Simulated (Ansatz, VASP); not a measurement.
One calculation of YbB2, two programs

INCAR

```
  ALGO = Normal
  EDIFF = 1E-6
  ENCUT = 520
  GGA = PE
  ISIF = 2
  ISMEAR = -1
  LASPH = True
  LCHARG = False
  LREAL = False
  LWAVE = False
  NBANDS = 22
  NELM = 80
  PREC = Accurate
  SIGMA = 0.05
```

Contents of KPOINTS:

```
k-points
0
Gamma
  13 13 10
```

File POSCAR:

```
YbB2
1.0
    3.2502989738      0.0000000000      0.0000000000
   -1.6251494869      2.8148414812      0.0000000000
    0.0000000000      0.0000000000      3.7315000000
Yb B
1 2
Direct
    0.0000000000      0.0000000000      0.0000000000
    0.3333333333      0.6666666667      0.5000000000
    0.6666666667      0.3333333333      0.5000000000
```

Input for Ansatz:

```yaml
crystal:
  lattice:
    - [3.2502989738, 0.0, 0.0]
    - [-1.6251494869, 2.8148414812, 0.0]
    - [0.0, 0.0, 3.7315]
  atoms:
    - { symbol: Yb, position: [0.0, 0.0, 0.0] }
    - { symbol: B, position: [0.3333333333, 0.6666666667, 0.5] }
    - { symbol: B, position: [0.6666666667, 0.3333333333, 0.5] }
kpoints:
  mp_grid: { grid: [13, 13, 10] }
  band_path:
    path:
      - [0.0, 0.0, 0.0]
      - [0.5, 0.0, 0.0]
      - [0.3333333333, 0.3333333333, 0.0]
      - [0.0, 0.0, 0.0]
      - [0.0, 0.0, 0.5]
      - [0.5, 0.0, 0.5]
      - [0.3333333333, 0.3333333333, 0.5]
      - [0.0, 0.0, 0.5]
      - [0.5, 0.0, 0.5]
    npoints: 8
scf:
  occupations: { method: fermi_dirac, width: 0.05 }
hamiltonian:
  xc: pbe
  pseudopotentials: { kind: all_electron, lapw: { basis_error: 0.0005 } }
output:
  forces: true
  stress: true
  eigenvalues: true
  populations: true
  dos: { projected: true, de: 0.2, e_range: [-14, 8] }
```

Alike in both runs: task single point; functional PBE; k mesh 13 × 13 × 10; occupations fermi-dirac, width 0.05 eV; no spin polarisation.

|  | VASP | Ansatz |
| --- | --- | --- |
| version | VASP 6.6.1 | Ansatz 0.2.0 |
| potentials or method | VASP PAW PBE potentials, release 64 (Yb, B) | all-electron LAPW, scalar-relativistic |
| plane-wave cutoff (eV) | 520 | see its input |

```tsv
	VASP	Ansatz	Ansatz less VASP
pressure (GPa)	2.0	2.2	+0.20
largest component of the traceless stress (GPa)	5.75	5.71	-0.034
```

Ansatz ran all-electron here, so the differences hold the error of VASP's frozen core and of both bases.

Caveats: without U or exact exchange the open f shell lies at the Fermi level, which spoils levels, moments and volumes. Spin-orbit coupling is left out, which matters for the levels of Yb. Spin polarisation is off, so any magnetic state and its effect on volume and gap are missing.
